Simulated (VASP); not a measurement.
# YGe12 (P4/mmm) in VASP: single point with PBE

Aim: the single point of YGe12 with PBE.

Everything below comes from runs of VASP 6.6.1. Logs are shortened: lines on timing, memory, paths and dates and some standing lists are left out, and cuts for length are marked.

### 1 Starting point

The structure is tetragonal, space group P4/mmm (No. 123). The conventional cell has a = 6.769 Å, b = 6.769 Å, c = 6.306 Å, α = 90.00°, β = 90.00°, γ = 90.00°. Y (site symmetry 4/mmm) has 16 Ge at 3.31 to 3.58 Å as nearest neighbours. Ge (site symmetry m) is surrounded by 4 Ge at 2.40 Å. Ge (site symmetry m2m) has 4 Ge at 2.40 Å as nearest neighbours.

The cell was built by a generator and needn't be a form met in nature.

### 2 Single point, PBE

The input, INCAR:

```
ALGO = Fast ; EDIFF = 1E-6
ENCUT = 520 ; GGA = PE
ISIF = 2 ; ISMEAR = 0
LASPH = T ; LCHARG = F
LREAL = F ; LWAVE = F
NBANDS = 102 ; NELM = 100
PREC = Accurate ; SIGMA = 0.1
```

The input, KPOINTS:

```
k-points
0
Gamma
  4 4 4
```

The input, POSCAR:

```
YGe12
1.0
    6.7694025800      0.0000000000      0.0000000000
    0.0000000000      6.7694025800      0.0000000000
    0.0000000000      0.0000000000      6.3064297900
Y Ge
1 12
Direct
    0.0000000000      0.0000000000      0.5000000000
    0.3226051800      0.3226051800      0.6904176700
    0.6773948200      0.6773948200      0.6904176700
    0.6773948200      0.3226051800      0.6904176700
    0.3226051800      0.6773948200      0.6904176700
    0.6773948200      0.3226051800      0.3095823300
    0.3226051800      0.6773948200      0.3095823300
    0.3226051800      0.3226051800      0.3095823300
    0.6773948200      0.6773948200      0.3095823300
    0.8227203200      0.8227203200      0.0000000000
    0.1772796800      0.1772796800      0.0000000000
    0.1772796800      0.8227203200      0.0000000000
    0.8227203200      0.1772796800      0.0000000000
```

Potentials or basis: VASP PAW PBE potentials, release 64 (Y_sv, Ge_d).

Command:

```bash
$ cat potpaw_PBE.64/Y_sv/POTCAR potpaw_PBE.64/Ge_d/POTCAR > POTCAR
$ mpirun -np 1 vasp_std > vasp.out
```

OUTCAR:

```text
EDIFF = 1E-6
   ENCUT = 520
   GGA = PE
   ISIF = 2
   ISMEAR = 0
   LASPH = T
   LREAL = F
   NELM = 100
   PREC = Accurate

 ion  position               nearest neighbor table
   1  0.000  0.000  0.500-   2 3.31   3 3.31   4 3.31   5 3.31   6 3.31   7 3.31   8 3.31   9 3.31
                            10 3.58  11 3.58  12 3.58  13 3.58  10 3.58  11 3.58  12 3.58  13 3.58
   2  0.323  0.323  0.690-  11 2.40   8 2.40   4 2.40   5 2.40   1 3.31
   3  0.677  0.677  0.690-  10 2.40   9 2.40   4 2.40   5 2.40   1 3.31
   4  0.677  0.323  0.690-  13 2.40   6 2.40   2 2.40   3 2.40   1 3.31
   5  0.323  0.677  0.690-  12 2.40   7 2.40   2 2.40   3 2.40   1 3.31
   6  0.677  0.323  0.310-  13 2.40   4 2.40   9 2.40   8 2.40   1 3.31
   7  0.323  0.677  0.310-  12 2.40   5 2.40   9 2.40   8 2.40   1 3.31
   8  0.323  0.323  0.310-  11 2.40   2 2.40   7 2.40   6 2.40   1 3.31
   9  0.677  0.677  0.310-  10 2.40   3 2.40   7 2.40   6 2.40   1 3.31
  10  0.823  0.823  0.000-   3 2.40   9 2.40  12 2.40  13 2.40   1 3.58   1 3.58
  11  0.177  0.177  0.000-   2 2.40   8 2.40  12 2.40  13 2.40   1 3.58   1 3.58
  12  0.177  0.823  0.000-   5 2.40   7 2.40  10 2.40  11 2.40   1 3.58   1 3.58
  13  0.823  0.177  0.000-   4 2.40   6 2.40  10 2.40  11 2.40   1 3.58   1 3.58

  LATTYP: Found a simple tetragonal cell.
 ALAT       =     6.7694025800
 C/A-ratio  =     0.9316080283

  Lattice vectors:

 A1 = (   6.7694025800,   0.0000000000,   0.0000000000)
 A2 = (   0.0000000000,   6.7694025800,   0.0000000000)
 A3 = (   0.0000000000,   0.0000000000,   6.3064297900)

Analysis of symmetry for initial positions (statically):
=====================================================================
 Subroutine PRICEL returns:
 Original cell was already a primitive cell.

 Routine SETGRP: Setting up the symmetry group for a
 simple tetragonal supercell.

 Subroutine GETGRP returns: Found 16 space group operations
 (whereof 16 operations were pure point group operations)
 out of a pool of 16 trial point group operations.

The static configuration has the point symmetry D_4h.

Analysis of symmetry for dynamics (positions and initial velocities):
=====================================================================
 Subroutine PRICEL returns:
 Original cell was already a primitive cell.

 Routine SETGRP: Setting up the symmetry group for a
 simple tetragonal supercell.
[... 132 lines left out ...]
   NUPDOWN=      -1.0000    fix difference up-down
   EMIN   =  10.00;   EMAX   =-10.00  energy-range for DOS
   EFERMI =   0.00;   METHOD = LEGACY
   ISMEAR =     0;   SIGMA  =   0.10  broadening in eV -4-tet -1-fermi 0-gaus
   EFERMI_NEDOS =   21; number of points for ismear=-14 and -15
   IALGO  =     68    algorithm
   IMIX   =      4    mixing-type and parameters
     AMIX     =   0.40;   BMIX     =  1.00
     AMIX_MAG =   1.60;   BMIX_MAG =  1.00
  volume/ion in A,a.u.               =      22.23       150.02
  Fermi-wavevector in a.u.,A,eV,Ry     =   1.395504  2.637120 26.496414  1.947431
  Thomas-Fermi vector in A             =   2.518949
   LORBIT       =      0    0 simple, 1 ext, 2 COOP (PROOUT), +10 PAW based schemes
   GGA     = PE    functional components
   LHFCALC =     F    Hartree Fock is set to
   AEXX    =    0.0000 exact exchange contribution
   IVDW    =     0    specifies the selected vdW correction
   LEPSILON=     F    determine dielectric tensor
   LRPA    =     F    only Hartree local field effects (RPA)
 non-spin polarized calculation
 RMM-DIIS sequential band-by-band and
 Gauss-broadening in eV      SIGMA  =   0.10
  energy-cutoff  :      520.00
  volume of cell :      288.99
 maximum number of plane-waves:      7823
   NGX = 25   NGY = 25   NGZ = 23

 number of electron     179.0000030 magnetization

 Free energy of the ion-electron system (eV)
  ---------------------------------------------------
  ext. energy  EPLUGINS =         0.00000000
  ---------------------------------------------------
  free energy    TOTEN  =       -56.85001655 eV

  energy without entropy =      -56.80984833  energy(sigma->0) =      -56.82993244

 E-fermi :   5.4395     XC(G=0): -10.0762

 val. band max:        5.4146972730   @ k =   0.0000   0.0000   0.5000
 cond. band min:       5.4436679933   @ k =   0.5000   0.2500   0.5000
 fundamental gap:      0.0289707203
 Fermi energy:         5.4394933204

 k-point     1 :       0.0000    0.0000    0.0000
  band No.  band energies     occupation
      1     -38.5970      2.00000
      2     -19.6917      2.00000
      3     -19.6519      2.00000
      4     -19.6519      2.00000
      5     -19.6428      2.00000
      6     -19.6390      2.00000
[... 1861 lines left out ...]
    100       7.6027      0.00000
    101       8.1960      0.00000
 [bands above 101 left out]

------------------------ aborting loop because EDIFF is reached ----------------------------------------

  FORCE on cell =-STRESS in cart. coord.  units (eV):
  Direction    XX          YY          ZZ          XY          YZ          ZX
  --------------------------------------------------------------------------------------
  -------------------------------------------------------------------------------------
  Total       13.8435270     13.8435270     28.9794224      0.0000000     -0.0000000      0.0000000
  in kB       76.7490635     76.7490635    160.6630687      0.0000000     -0.0000000      0.0000000
  external PRESSURE =     104.7203985 kB  Pullay stress =       0.0000000 kB

 VOLUME and BASIS-vectors are now :
 -----------------------------------------------------------------------------
  energy-cutoff  :      520.00
  volume of cell :      288.99
      direct lattice vectors                 reciprocal lattice vectors
     6.769402580  0.000000000  0.000000000     0.147723523  0.000000000  0.000000000
     0.000000000  6.769402580  0.000000000     0.000000000  0.147723523  0.000000000
     0.000000000  0.000000000  6.306429790     0.000000000  0.000000000  0.158568324

 POSITION                                       TOTAL-FORCE (eV/Angst)
 -----------------------------------------------------------------------------------
      0.00000      0.00000      3.15321        -0.000000      0.000000      0.000000
      2.18384      2.18384      4.35407        -0.782811     -0.782811      0.955851
      4.58556      4.58556      4.35407         0.782811      0.782811      0.955851
      4.58556      2.18384      4.35407         0.782811     -0.782811      0.955851
      2.18384      4.58556      4.35407        -0.782811      0.782811      0.955851
      4.58556      2.18384      1.95236         0.782811     -0.782811     -0.955851
      2.18384      4.58556      1.95236        -0.782811      0.782811     -0.955851
      2.18384      2.18384      1.95236        -0.782811     -0.782811     -0.955851
      4.58556      4.58556      1.95236         0.782811      0.782811     -0.955851
      5.56933      5.56933      0.00000        -0.086456     -0.086456      0.000000
      1.20008      1.20008      0.00000         0.086456      0.086456      0.000000
      1.20008      5.56933      0.00000         0.086456     -0.086456      0.000000
      5.56933      1.20008      0.00000        -0.086456      0.086456      0.000000
 -----------------------------------------------------------------------------------
    total drift:                               -0.000000     -0.000000     -0.000000

  FREE ENERGIE OF THE ION-ELECTRON SYSTEM (eV)
  ---------------------------------------------------
  free  energy   TOTEN  =       -56.8500165478 eV

  energy  without entropy=      -56.8098483287  energy(sigma->0) =      -56.82993244
```

OSZICAR:

```text
N       E                     dE             d eps       ncg     rms          rms(c)
DAV:   1     0.284360100197E+04    0.28436E+04   -0.75997E+04  4286   0.477E+03
DAV:   2     0.570301282657E+03   -0.22733E+04   -0.22107E+04  3672   0.126E+03
[... 48 lines left out ...]
RMM:  51    -0.568500162628E+02   -0.48150E-05   -0.27541E-05  2287   0.469E-03    0.640E-02
RMM:  52    -0.568500180424E+02   -0.17795E-05   -0.19703E-05  2026   0.417E-03    0.647E-02
RMM:  53    -0.568500183121E+02   -0.26977E-06   -0.16338E-05  1928   0.388E-03    0.636E-02
RMM:  54    -0.568500162517E+02    0.20605E-05   -0.13008E-05  2708   0.456E-03    0.580E-02
RMM:  55    -0.568500156565E+02    0.59520E-06   -0.10391E-05  2428   0.375E-03    0.552E-02
RMM:  56    -0.568500165478E+02   -0.89132E-06   -0.81661E-06  1872   0.328E-03
   1 F= -.56850017E+02 E0= -.56829932E+02  d E =-.401682E-01
```

stdout:

```text
POSCAR found type information on POSCAR Y Ge
 POSCAR found :  2 types and      13 ions
 scaLAPACK will be used
 LDA part: xc-table for (Slater+PW92), standard interpolation
 POSCAR, INCAR and KPOINTS ok, starting setup
 FFT: planning ... GRIDC
 FFT: planning ... GRID_SOFT
 FFT: planning ... GRID
 WAVECAR not read
 entering main loop
WARNING in EDDRMM: call to ZHEGV failed, returncode =   6  3     84
WARNING in EDDRMM: call to ZHEGV failed, returncode =   8  4     88
WARNING in EDDRMM: call to ZHEGV failed, returncode =   6  3     65
WARNING in EDDRMM: call to ZHEGV failed, returncode =   8  4     67
WARNING in EDDRMM: call to ZHEGV failed, returncode =   6  3     72
WARNING in EDDRMM: call to ZHEGV failed, returncode =   8  4     67
WARNING in EDDRMM: call to ZHEGV failed, returncode =   6  3     78
WARNING in EDDRMM: call to ZHEGV failed, returncode =   8  4     86
WARNING in EDDRMM: call to ZHEGV failed, returncode =   8  4     67
WARNING in EDDRMM: call to ZHEGV failed, returncode =   6  3     93
[... 4 lines left out ...]
WARNING in EDDRMM: call to ZHEGV failed, returncode =   8  4     99
WARNING in EDDRMM: call to ZHEGV failed, returncode =   6  3     68
WARNING in EDDRMM: call to ZHEGV failed, returncode =   8  4     68
WARNING in EDDRMM: call to ZHEGV failed, returncode =   6  3     70
WARNING in EDDRMM: call to ZHEGV failed, returncode =   6  3     68
WARNING in EDDRMM: call to ZHEGV failed, returncode =   8  4     68
WARNING in EDDRMM: call to ZHEGV failed, returncode =   8  4     67
WARNING in EDDRMM: call to ZHEGV failed, returncode =   8  4     72
WARNING in EDDRMM: call to ZHEGV failed, returncode =   8  4     86
WARNING in EDDRMM: call to ZHEGV failed, returncode =   6  3     72
```

It took 29 min on 1 thread of AMD EPYC 9R45 (Zen 5), shared host; peak memory 0.57 GiB.

Results:

```yaml
Free_energy: -56.8500 eV
Pressure: 10.5 GPa
Largest_force: 1.463 eV/Å
Band_gap_on_the_k_mesh: none (metal or under the smearing width)
```

Forces on the atoms (eV/Å):
```
Y    0.000  0.000  0.000
Ge  -0.783 -0.783  0.956
Ge   0.783  0.783  0.956
Ge   0.783 -0.783  0.956
Ge  -0.783  0.783  0.956
Ge   0.783 -0.783 -0.956
Ge  -0.783  0.783 -0.956
Ge  -0.783 -0.783 -0.956
Ge   0.783  0.783 -0.956
Ge  -0.086 -0.086  0.000
Ge   0.086  0.086  0.000
Ge   0.086 -0.086  0.000
Ge  -0.086  0.086  0.000
```

Levels at points of the mesh, in eV from the Fermi level:
| k point | band 86 | band 87 | band 88 | band 89 | band 90 | band 91 | band 92 | band 93 |
| --- | --- | --- | --- | --- | --- | --- | --- | --- |
| (0.00, 0.00, 0.00) | -2.18 | -1.62 | -1.62 | -0.09 | 1.20 | 1.23 | 1.42 | 1.80 |
| (0.50, 0.00, 0.00) | -2.01 | -1.63 | -0.71 | 0.08 | 1.01 | 1.11 | 1.26 | 1.41 |
| (0.50, 0.50, 0.00) | -1.91 | -1.91 | -1.29 | -0.28 | 0.11 | 0.11 | 0.16 | 0.73 |
| (0.00, 0.00, 0.50) | -1.08 | -1.00 | -0.82 | -0.82 | -0.53 | -0.02 | 0.06 | 0.06 |
| (0.50, 0.00, 0.50) | -1.97 | -1.85 | -1.52 | -1.18 | -0.69 | -0.21 | 0.21 | 0.39 |
| (0.50, 0.50, 0.50) | -1.70 | -1.45 | -1.45 | -0.42 | -0.42 | -0.31 | -0.13 | 0.13 |

Caveat: forces of over 1 eV/Å show positions far from the minimum, so gaps and moduli don't describe the material at rest.
